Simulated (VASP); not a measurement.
The system is F2, in a box.

```
F
1.0
    10.00000    0.00000    0.00000
     0.00000   10.50000    0.00000
     0.00000    0.00000   11.00000
F
2
Direct
  0.50000 0.50000 0.43594
  0.50000 0.50000 0.56407
```

Base run:

- Program: VASP 6.6.1
- Functional: PBEsol
- Potentials or basis: VASP PAW PBE potentials, release 64 (F)
- Cutoff: 700 eV
- k mesh: 1 × 1 × 1
- Occupations: gaussian, width 0.02 eV
- Spin: no spin polarisation

Its results: gap between the frontier levels 3.51 eV; largest force 0.048 eV/Å.

Q: The run is repeated on the same cell with these changes: functional from PBEsol to r2SCAN; cutoff from 700 eV to 520 eV. What comes out?

A: Gap between the frontier levels 4.50 eV; largest force 0.041 eV/Å.

r2SCAN gives the wider gap, since meta-GGAs in the generalised Kohn-Sham scheme recover part of the derivative discontinuity.

Caveats: the PAW data sets were made with another functional, which shifts forces and pressure a little.

A k mesh can miss the band edges.

Not every run made on this cell is shown here.
